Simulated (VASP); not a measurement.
An input for Ansatz (written as the equivalent of a VASP run, and not itself run):

Ansatz 0.2 input:
```yaml
crystal:
  lattice:
    - [2.9003230, 0.0000000, 0.0000000]
    - [0.0000000, 2.8067550, 0.0000000]
    - [0.0000000, 0.0000000, 2.9057460]
  atoms:
    - { symbol: Ga, position: [0.5000000, 0.5000000, 0.5000000] }
    - { symbol: Co, position: [0.0155090, 0.0000000, 0.0000000] }
kpoints:
  mp_grid: { grid: [11, 12, 11] }
hamiltonian:
  xc: pbe
  pseudopotentials: { kind: paw }
scf:
  occupations: { method: methfessel_paxton, width: 0.1 }
  max_iter: 100
output: { forces: true, stress: true, eigenvalues: true }
```

Write the VASP files for the same calculation (PBE).

One answer among several that fit: 
File POSCAR:
```
CoGa
1.0
  2.9003230000   0.0000000000   0.0000000000
  0.0000000000   2.8067550000   0.0000000000
  0.0000000000   0.0000000000   2.9057460000
Ga Co
1 1
direct
  0.5000000000   0.5000000000   0.5000000000
  0.0155090000   0.0000000000   0.0000000000
```

File KPOINTS:
```
kpoints
0
gamma
  11 12 11
0 0 0
```

**INCAR**
```
LASPH = .True.   # aspherical one-centre terms
ENCUT = 400
LCHARG = .False.
PREC = Accurate
SIGMA = 0.1
LREAL = Auto   # projection in real space or not
LWAVE = .False.
GGA = PE
ISIF = 2   # forces and stress, cell fixed
LMAXMIX = 4
EDIFF = 1E-6   # SCF stop (eV)
NELM = 100   # most electronic steps
SYSTEM = CoGa
ISMEAR = 1
ALGO = Normal
```

POTCAR, in this order: Ga_d Co (PBE.64 set). Program: vasp_std.

The two are equivalent in intent, not identical: each code has its own PAW files, so the cut-off isn't converted (ENCUT is set for VASP's; basis.ecutwfc is left out, and Ansatz then takes the one that its files recommend); Ansatz stops its SCF on the density residual and VASP on the energy change (EDIFF).

The compound is CoGa in the CsCl type structure. The cell was not relaxed at this level, atoms are displaced from their ideal sites. The run is one of a series of settings (LREAL = Auto against the base run), some of them coarse on purpose.
